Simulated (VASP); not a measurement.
Consider the following.

```
CELL_PARAMETERS angstrom
      0.00000     2.48387     2.48387
      2.48387     0.00000     2.48387
     10.07454    10.07454    -0.13906
ATOMIC_POSITIONS crystal
  Ga 0.00543 0.00543 0.99593
  As 0.21346 0.21346 0.08990
  As 0.23716 0.23716 0.32213
  As 0.25939 0.25939 0.55545
  As 0.28156 0.28156 0.78883
  B  0.97865 0.97865 0.26601
  B  0.00110 0.00110 0.49918
  B  0.02325 0.02325 0.73256
```

Level of theory: PBEsol GGA, VASP's PBE PAW potentials (set 64) (plane waves; VASP). Numerical set-up: 520 eV cut-off, Gaussian smearing of 0.050 eV, potentials Ga_d As B.

### Question
Give the energies of bands 12 to 25 at the high-symmetry points, in eV from the Fermi level.

### Answer

```json
[
 {"band": "12", "Γ": "-5.73", "T": "-3.37", "H2": "-8.58", "L": "-8.71", "S0": "-8.58", "F": "-8.52"},
 {"band": "13", "Γ": "-3.04", "T": "-3.04", "H2": "-7.84", "L": "-8.04", "S0": "-7.84", "F": "-7.82"},
 {"band": "14", "Γ": "-3.04", "T": "-3.03", "H2": "-6.73", "L": "-5.53", "S0": "-6.72", "F": "-5.59"},
 {"band": "15", "Γ": "-2.51", "T": "-3.03", "H2": "-6.59", "L": "-5.37", "S0": "-6.57", "F": "-5.44"},
 {"band": "16", "Γ": "-2.51", "T": "-2.55", "H2": "-6.29", "L": "-5.00", "S0": "-6.32", "F": "-5.03"},
 {"band": "17", "Γ": "-1.83", "T": "-2.55", "H2": "-5.48", "L": "-4.42", "S0": "-5.47", "F": "-4.76"},
 {"band": "18", "Γ": "-1.83", "T": "-1.77", "H2": "-4.51", "L": "-4.06", "S0": "-4.58", "F": "-4.32"},
 {"band": "19", "Γ": "-1.27", "T": "-1.77", "H2": "-4.40", "L": "-3.86", "S0": "-4.35", "F": "-3.52"},
 {"band": "20", "Γ": "0.14", "T": "0.05", "H2": "-3.97", "L": "-3.39", "S0": "-4.00", "F": "-2.79"},
 {"band": "21", "Γ": "0.14", "T": "0.05", "H2": "-3.80", "L": "-1.91", "S0": "-3.75", "F": "-1.82"},
 {"band": "22", "Γ": "0.61", "T": "0.61", "H2": "1.16", "L": "0.08", "S0": "1.02", "F": "0.01"},
 {"band": "23", "Γ": "1.02", "T": "0.99", "H2": "1.27", "L": "0.67", "S0": "1.59", "F": "0.14"},
 {"band": "24", "Γ": "1.49", "T": "1.48", "H2": "2.08", "L": "1.13", "S0": "1.76", "F": "0.73"},
 {"band": "25", "Γ": "1.59", "T": "2.31", "H2": "2.76", "L": "1.49", "S0": "3.01", "F": "0.90"}
]
```

It has no gap at this level: it comes out as a metal or semimetal.

The structure was generated: GaAs4B3 was put into an ordered model structure (R3m), which need not be its known phase. It was relaxed first.
